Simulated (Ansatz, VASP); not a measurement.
# Mo (Mo(114)) in two plane-wave programs, part 2 of 3

One calculation is typed for both programs; each brings its own data sets. How far apart do they land? Of the first pair: The structure shown is the start of the Ansatz relaxation below; VASP solves that cell, so the two are compared at the walk's first step.

VASP 6.6.1 and Ansatz 0.2.0.

So far: Starting point; Ansatz: relaxation, PBE.

## (3) VASP: single point, PBE, start cell, pair 1

Level of this step: PBE; plane waves and PAW (Mo_sv) (VASP).

The same cell, functional, mesh and smearing now go to VASP, with its own data sets.

Lines of VASP's logs that name or quote its potential files are left out, and so is its time.

INCAR

```
SYSTEM = Mo
PREC = Accurate
ENCUT = 400
EDIFF = 1E-06
NELM = 120
ISMEAR = 1
SIGMA = 0.1
LREAL = .FALSE.
ALGO = Normal
GGA = PE
NBANDS = 138
LASPH = .TRUE.
LORBIT = 11
LWAVE = .FALSE.
LCHARG = .FALSE.
ISIF = 2
LDIPOL = .TRUE.
IDIPOL = 3
DIPOL = 0.5 0.5 0.5
LVHAR = .TRUE.
GGA_COMPAT = .FALSE.
NELMDL = -8
KPAR = 4
```

POSCAR

```
Mo
1.0
    4.4547727215      0.0000000000      0.0000000000
   -2.2273863607      4.7250000000      0.0000000000
    0.0000000000      0.0000000000     27.1369318037
Mo
16
Direct
    0.7777776968      0.5555555556      0.2948011978
    0.0555554746      0.1111111112      0.3221610336
    0.3333332524      0.6666666667      0.3495208695
    0.6111110301      0.2222222223      0.3768807238
    0.8888888079      0.7777777778      0.4042405596
    0.1666665857      0.3333333334      0.4316004139
    0.4444443635      0.8888888889      0.4589602498
    0.7222221412      0.4444444445      0.4863200857
    0.9999999190      0.0000000001      0.5136799215
    0.2777776968      0.5555555556      0.5410397574
    0.5555554746      0.1111111112      0.5683995932
    0.8333332524      0.6666666667      0.5957594475
    0.1111110301      0.2222222223      0.6231192834
    0.3888888079      0.7777777778      0.6504791377
    0.6666665857      0.3333333334      0.6778389735
    0.9444443635      0.8888888889      0.7051988094
```

KPOINTS

```
Automatic mesh
0
Gamma
10 10 1
0 0 0
```

Potentials, in the order of the species: Mo_sv (PBE family, release 64).

The run is started by

```console
$ mpirun -np 4 vasp_std
```

Numbers of over 12 decimals in the logs are rounded to 6 here.

The program printed:

```text
[banner, memory and clock lines left out]
running    4 mpi-ranks, on    1 nodes
 distrk:  each k-point on    1 cores,    4 groups
 distr:  one band on    1 cores,    1 groups

 POSCAR found type information on POSCAR Mo
 POSCAR found :  1 types and      16 ions
 LDA part: xc-table for (Slater+PW92), standard interpolation
 POSCAR, INCAR and KPOINTS ok, starting setup
 FFT: planning ... GRIDC
 FFT: planning ... GRID_SOFT
 FFT: planning ... GRID
 WAVECAR not read
 entering main loop
       N       E                     dE             d eps       ncg     rms          rms(c)
DAV:   1     0.222690953636E+04    0.22269E+04   -0.13062E+05 10804   0.126E+03
DAV:   2    -0.903221841540E+02   -0.23172E+04   -0.22426E+04  9504   0.435E+02
DAV:   3    -0.177937536869E+03   -0.87615E+02   -0.83881E+02 11712   0.720E+01
DAV:   4    -0.181143920454E+03   -0.32064E+01   -0.31231E+01 11104   0.103E+01
DAV:   5    -0.181279986343E+03   -0.13607E+00   -0.13459E+00 11656   0.172E+00
DAV:   6    -0.181285112252E+03   -0.51259E-02   -0.50964E-02 11224   0.315E-01
DAV:   7    -0.181285434826E+03   -0.32257E-03   -0.32162E-03 10200   0.644E-02
DAV:   8    -0.181285452706E+03   -0.17880E-04   -0.17840E-04  9776   0.139E-02    0.526E+01
DAV:   9    -0.212209587792E+03   -0.30924E+02   -0.16304E+02 11804   0.399E+01    0.470E+01
DAV:  10    -0.214817205111E+03   -0.26076E+01   -0.42972E+02 12282   0.525E+01    0.454E+01
DAV:  11    -0.184981860391E+03    0.29835E+02   -0.26878E+02 11674   0.360E+01    0.283E+01
DAV:  12    -0.166721152063E+03    0.18261E+02   -0.84364E+01 11406   0.209E+01    0.128E+01
DAV:  13    -0.166947837447E+03   -0.22669E+00   -0.10518E+01 11272   0.791E+00    0.112E+01
DAV:  14    -0.166779811274E+03    0.16803E+00   -0.11981E+00 11432   0.439E+00    0.101E+01
[...]
DAV:  28    -0.166089629072E+03   -0.34205E-04   -0.53971E-06  7808   0.802E-03    0.520E-03
DAV:  29    -0.166089677258E+03   -0.48186E-04   -0.34239E-06  7016   0.324E-03    0.365E-03
DAV:  30    -0.166089726276E+03   -0.49018E-04   -0.61177E-06  7312   0.349E-03    0.384E-03
DAV:  31    -0.166089761181E+03   -0.34905E-04   -0.21190E-06  6920   0.339E-03    0.300E-03
DAV:  32    -0.166089786386E+03   -0.25205E-04   -0.85027E-07  6392   0.144E-03    0.252E-03
DAV:  33    -0.166089793775E+03   -0.73896E-05   -0.45207E-07  6248   0.178E-03    0.999E-04
DAV:  34    -0.166089797377E+03   -0.36016E-05   -0.22528E-07  6040   0.635E-04    0.499E-04
DAV:  35    -0.166089798173E+03   -0.79623E-06   -0.64234E-08  5456   0.485E-04
   1 F= -.16608980E+03 E0= -.16608961E+03  d E =-.575556E-03
```

Parts of OUTCAR (step 3):

```text
ion  position               nearest neighbor table
   1  0.778  0.556  0.295-   3 2.73   3 2.73   2 2.73   4 2.73   2 3.15   2 3.15   5 3.15
   2  0.056  0.111  0.322-   1 2.73   3 2.73   5 2.73   4 2.73   4 2.73   1 3.15   1 3.15   3 3.15
                             3 3.15   6 3.15
   3  0.333  0.667  0.350-   1 2.73   1 2.73   2 2.73   4 2.73   5 2.73   5 2.73   6 2.73   2 3.15
                             2 3.15   4 3.15   4 3.15   7 3.15
   4  0.611  0.222  0.377-   5 2.73   3 2.73   1 2.73   7 2.73   6 2.73   6 2.73   2 2.73   2 2.73
                             5 3.15   5 3.15   8 3.15   3 3.15   3 3.15
   5  0.889  0.778  0.404-   4 2.73   6 2.73   2 2.73   8 2.73   3 2.73   3 2.73   7 2.73   7 2.73
                             4 3.15   4 3.15   1 3.15   9 3.15   6 3.15   6 3.15
   6  0.167  0.333  0.432-   9 2.73   8 2.73   8 2.73   7 2.73   5 2.73   4 2.73   4 2.73   3 2.73
                            10 3.15   7 3.15   7 3.15   5 3.15   5 3.15   2 3.15
   7  0.444  0.889  0.459-  10 2.73   9 2.73   9 2.73   6 2.73   8 2.73   4 2.73   5 2.73   5 2.73
                            11 3.15   8 3.15   6 3.15   8 3.15   6 3.15   3 3.15
   8  0.722  0.444  0.486-  11 2.73  10 2.73  10 2.73   6 2.73   6 2.73   9 2.73   7 2.73   5 2.73
                             9 3.15   9 3.15   7 3.15   7 3.15  12 3.15   4 3.15
   9  1.000  0.000  0.514-   6 2.73   7 2.73  11 2.73  11 2.73   7 2.73   8 2.73  10 2.73  12 2.73
                             8 3.15   8 3.15  10 3.15  10 3.15  13 3.15   5 3.15
  10  0.278  0.556  0.541-   7 2.73   8 2.73   8 2.73  11 2.73   9 2.73  13 2.73  12 2.73  12 2.73
                             6 3.15  11 3.15  11 3.15   9 3.15   9 3.15  14 3.15
  11  0.556  0.111  0.568-   8 2.73   9 2.73   9 2.73  10 2.73  12 2.73  13 2.73  13 2.73  14 2.73
                             7 3.15  10 3.15  10 3.15  12 3.15  12 3.15  15 3.15
  12  0.833  0.667  0.596-  13 2.73  11 2.73  15 2.73   9 2.73  10 2.73  10 2.73  14 2.73  14 2.73
                            13 3.15  13 3.15   8 3.15  16 3.15  11 3.15  11 3.15
  13  0.111  0.222  0.623-  12 2.73  14 2.73  10 2.73  16 2.73  15 2.73  15 2.73  11 2.73  11 2.73
                            12 3.15  12 3.15   9 3.15  14 3.15  14 3.15
  14  0.389  0.778  0.650-  16 2.73  16 2.73  15 2.73  13 2.73  12 2.73  12 2.73  11 2.73  15 3.15
                            15 3.15  13 3.15  13 3.15  10 3.15
  15  0.667  0.333  0.678-  14 2.73  16 2.73  12 2.73  13 2.73  13 2.73  14 3.15  14 3.15  16 3.15
                            16 3.15  11 3.15
  16  0.944  0.889  0.705-  14 2.73  14 2.73  15 2.73  13 2.73  15 3.15  15 3.15  12 3.15

  LATTYP: Found a base centered orthorhombic cell.
 ALAT       =     4.4547727215
 B/A-ratio  =     2.1213203435
 C/A-ratio  =     6.0916534917

 Subroutine GETGRP returns: Found  4 space group operations
 (whereof  2 operations were pure point group operations)

The static configuration has the point symmetry C_1h.
 The point group associated with its full space group is C_2h.

 Found     31 irreducible k-points:

   k-points           NKPTS =     31   k-points in BZ     NKDIM =     31   number of bands    NBANDS=    138

   dimension x,y,z NGX =    30 NGY =   36 NGZ =  180
   dimension x,y,z NGXF=    60 NGYF=   72 NGZF=  360

   ENCUT  =  400.0 eV  29.40 Ry    5.42 a.u.   7.26  8.52 44.25*2*pi/ulx,y,z

   NELECT =     224.0000    total number of electrons

 k-points in reciprocal lattice and weights: Automatic mesh
   0.00000000  0.00000000  0.00000000       0.010
   0.10000000  0.00000000  0.00000000       0.040
   0.20000000  0.00000000  0.00000000       0.040
   0.30000000 -0.00000000  0.00000000       0.040
   0.40000000  0.00000000  0.00000000       0.040
   0.50000000 -0.00000000  0.00000000       0.020
   0.00000000  0.10000000  0.00000000       0.020
   0.10000000  0.10000000  0.00000000       0.040
   0.20000000  0.10000000  0.00000000       0.040
[...]
0.20000000  0.40000000  0.00000000       0.020
   0.00000000  0.50000000  0.00000000       0.010

 dipolmoment           0.000000      0.000000      0.000000 electrons x Angstroem

 average (electrostatic) potential at core
       1 -78.1801       2 -78.2055       3 -78.3242       4 -78.3228       5 -78.3732
       6 -78.3472       7 -78.3236       8 -78.3245       9 -78.3245      10 -78.3236
      11 -78.3472      12 -78.3732      13 -78.3228      14 -78.3242      15 -78.2054
      16 -78.1801

 E-fermi :   3.4392

 k-point     1 :       0.0000    0.0000    0.0000
  band No.  band energies     occupation
    ...
    110       2.5368      2.00000
    111       2.6942      2.00000
    112       2.9222      2.00000
    113       3.1449      2.00026
    114       3.4634      0.60299
    115       3.4759      0.42311
    116       3.5613     -0.07091
    117       3.6901     -0.00222
    118       3.9135     -0.00000
    119       4.0007     -0.00000
    ...

 k-point     2 :       0.1000    0.0000    0.0000
  band No.  band energies     occupation
    ...
    110       2.6940      2.00000
    111       2.8556      2.00000
    112       2.9819      2.00000
    113       3.1999      2.00368
    114       3.4087      1.49093
    115       3.5180      0.02638
    116       3.5473     -0.06326
    117       3.7407     -0.00017
    118       3.8704     -0.00000
    119       4.0169     -0.00000
    ...

 k-point     3 :       0.2000    0.0000    0.0000
  band No.  band energies     occupation
    ...
    110       2.7923      2.00000
    111       3.0268      2.00000
    112       3.1768      2.00131
    113       3.2827      2.04938
    114       3.3326      2.06135
    115       3.6538     -0.00971
    116       3.7022     -0.00127
    117       3.8275     -0.00000
    118       4.0249     -0.00000
    119       4.1913     -0.00000
    ...

  Total      -11.9443222    -13.7368569    -10.0817635     -0.0000000     -0.1002151     -0.0000000
  in kB      -33.5030222    -38.5309616    -28.2786701     -0.0000000     -0.2810967     -0.0000000
  external PRESSURE =     -33.4375513 kB  Pullay stress =       0.0000000 kB

  energy-cutoff  :      400.00
  volume of cell :      571.20
      direct lattice vectors                 reciprocal lattice vectors
     4.454772722  0.000000000  0.000000000     0.224478343  0.105820106  0.000000000
    -2.227386361  4.725000000  0.000000000     0.000000000  0.211640212  0.000000000
     0.000000000  0.000000000 27.136931804     0.000000000  0.000000000  0.036850150

 POSITION                                       TOTAL-FORCE (eV/Angst)
 -----------------------------------------------------------------------------------
      2.22739      2.62500      8.00000         0.000000      0.343724      2.259618
     -0.00000      0.52500      8.74246        -0.000000     -0.423023      0.437715
     -0.00000      3.15000      9.48492        -0.000000     -0.137259     -1.137947
      2.22739      1.05000     10.22739        -0.000000     -0.017201     -1.442637
      2.22739      3.67500     10.96985         0.000000      0.315630     -0.383098
     -0.00000      1.57500     11.71231         0.000000      0.031089     -0.065129
     -0.00000      4.20000     12.45477        -0.000000     -0.063537      0.147918
      2.22739      2.10000     13.19724        -0.000000     -0.033981     -0.164983
      4.45477      0.00000     13.93970         0.000000      0.033981      0.164983
     -0.00000      2.62500     14.68216         0.000000      0.063537     -0.147918
      2.22739      0.52500     15.42462        -0.000000     -0.031089      0.065129
      2.22739      3.15000     16.16708        -0.000000     -0.315630      0.383098
     -0.00000      1.05000     16.90955         0.000000      0.017201      1.442637
     -0.00000      3.67500     17.65201         0.000000      0.137259      1.137947
      2.22739      1.57500     18.39447         0.000000      0.423023     -0.437715
      2.22739      4.20000     19.13693        -0.000000     -0.343724     -2.259618
 -----------------------------------------------------------------------------------
    total drift:                                0.009119     -0.001737      0.000704

  FREE ENERGIE OF THE ION-ELECTRON SYSTEM (eV)
  ---------------------------------------------------
  free  energy   TOTEN  =      -166.0897981732 eV

  energy  without entropy=     -166.0892226176  energy(sigma->0) =     -166.08960632

 vacuum level on the upper side and lower side of the slab         7.185         7.185

 total charge
# of ion       s       p       d       tot
------------------------------------------
    1        2.352   6.045   3.930  12.327
    2        2.351   6.115   3.863  12.329
    3        2.376   6.172   3.866  12.414
    4        2.386   6.201   3.893  12.480
    5        2.379   6.201   3.908  12.488
    6        2.380   6.207   3.910  12.497
    7        2.380   6.208   3.911  12.499
    8        2.380   6.209   3.909  12.498
    9        2.380   6.209   3.909  12.498
   10        2.380   6.208   3.911  12.499
   11        2.380   6.207   3.910  12.497
   12        2.379   6.201   3.908  12.488
   13        2.386   6.201   3.893  12.480
   14        2.376   6.172   3.866  12.414
   15        2.351   6.115   3.863  12.329
   16        2.352   6.045   3.930  12.327
--------------------------------------------------
tot         37.967  98.719  62.380 199.065

[... 3 further parts left out ...]
```

## (4) Comparison

Known differences besides the potentials themselves: the cutoff is 420 eV in Ansatz and 400 eV in VASP. Total energies have different zeros and are not compared.

Forces on 7 of the 16 atoms, those with the largest forces and the largest differences (eV/Å; atoms numbered as in POSCAR):

```csv
atom,"Ansatz x, y, z","VASP x, y, z"
Mo1,"0.000, 0.350, 2.286","0.000, 0.344, 2.260"
Mo3,"0.000, -0.143, -1.121","0.000, -0.137, -1.138"
Mo4,"0.000, -0.018, -1.434","0.000, -0.017, -1.443"
Mo13,"0.000, 0.018, 1.434","0.000, 0.017, 1.443"
Mo14,"0.000, 0.143, 1.121","0.000, 0.137, 1.138"
Mo15,"0.000, 0.423, -0.463","0.000, 0.423, -0.438"
Mo16,"0.000, -0.350, -2.286","0.000, -0.344, -2.260"
```

The forces differ by 8.7 meV/Å r.m.s., which is 1.4 % of the r.m.s. force of 0.622 eV/Å (both taken over all components). With vacuum in the cell, a pressure given here is an average over mostly empty space and none of the material.

(Part 2 of 3 ends here.)

[Lines on the potential files, build, host, timing and source positions are cut from VASP's logs without a mark.]

[Logs are printed without paths, hosts, clocks, repeated set-up lines and the standing remarks that a program may print on its own settings, such as how far it seeks lower states.]

[Hosts, paths, dates, database ids (printed as entryN), source tags and the programs' standing remarks are cut or masked in the printed files.]
